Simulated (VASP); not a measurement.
```
WO
1.0
    0.00000     2.63272     2.63272
    2.63272     0.00000     2.63272
    2.63272     2.63272     0.00000
W O
1 1
Direct
  0.00000   0.00000   0.00000
  0.25000   0.25000   0.25000
```

Calculation: r2SCAN meta-GGA, VASP's PBE PAW potentials (set 64) (plane waves; VASP). Run with 520 eV cut-off, 11×11×11 Γ-centred mesh, first-order Methfessel-Paxton smearing of 0.10 eV, potentials W_sv O.

Energy and stress use the plane-wave basis of the starting cell.

Q: The ions, cell shape and volume are relaxed. Give the cell that the relaxation ends in.

A: 
```
WO
1.0
    0.00000     2.33926     2.33926
    2.33926     0.00000     2.33926
    2.33926     2.33926     0.00000
W O
1 1
Direct
  0.00000   0.00000   0.00000
  0.25000   0.25000   0.25000
```
Space group F-43m (216), at a tolerance of 0.03 Å.

Q: How do energy and volume change from the first to the last step?

A: The energy (σ→0) changes by -967.7 meV/atom and the volume by -29.9 %, in 5 ionic steps.

```
step  E(σ→0) (eV)  max force (eV/Å)  pressure (GPa)  volume (Å³)
----  -----------  ----------------  --------------  -----------
1        -55.6513             0.000          -40.49        36.50
2        -52.8204             0.000          258.70        17.15
3        -57.5586             0.000           -9.00        26.58
4        -57.5813             0.000           -4.10        26.03
5        -57.5867             0.000            0.11        25.60
```

The structure was generated: WO was put into the zinc blende type (F-43m), which need not be its known phase. This run relaxes it. Symmetry was kept, so distortions that lower it aren't found.
